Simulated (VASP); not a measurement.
Given:

```yaml
crystal:
  lattice:
    - [0.00000, 2.27315, 2.27315]
    - [2.27315, 0.00000, 2.27315]
    - [2.27315, 2.27315, 0.00000]
  atoms:
    - { symbol: B, position: [0.00000, 0.00000, 0.00000] }
    - { symbol: P, position: [0.25000, 0.25000, 0.25000] }
```

Level of theory: PBE GGA, VASP's PBE PAW potentials (set 64) (plane waves; VASP). Settings: 620 eV cut-off, 10×10×10 Γ-centred mesh, Gaussian smearing of 0.050 eV, potentials B P.

Predict the energy per atom (σ→0).

| Item | Result |
|---|---|
| energy per atom (σ→0) | -6.466 eV/atom |

The compound is BP in the zinc blende structure. It was relaxed first.
